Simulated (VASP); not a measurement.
Data:

```
CuGaSe2
1.0
   -2.78672     2.78672     5.52179
    2.78672    -2.78672     5.52179
    2.78672     2.78672    -5.52179
Ga Cu Se
2 2 4
Direct
  0.50000   0.50000   0.00000
  0.25000   0.75000   0.50000
  0.00000   0.00000   0.00000
  0.75000   0.25000   0.50000
  0.87500   0.88273   0.50773
  0.11727   0.62500   0.99227
  0.37500   0.36727   0.49227
  0.63273   0.12500   0.00773
```

Calculation: PBEsol GGA, VASP's PBE PAW potentials (set 64) (plane waves; VASP). Settings: 400 eV cut-off, Gaussian smearing of 0.050 eV, potentials Ga_d Cu Se.

### Question
What does the run give for the band gap (along the path) with the smallest direct gap where there is one?

### Answer

```json
{
 "band gap (along the path)": "0.15 eV",
 "smallest direct gap (along the path)": "0.15 eV"
}
```

Only differences to runs with the same potentials and settings are physical.

The compound is CuGaSe2 in the chalcopyrite structure. It was relaxed first.
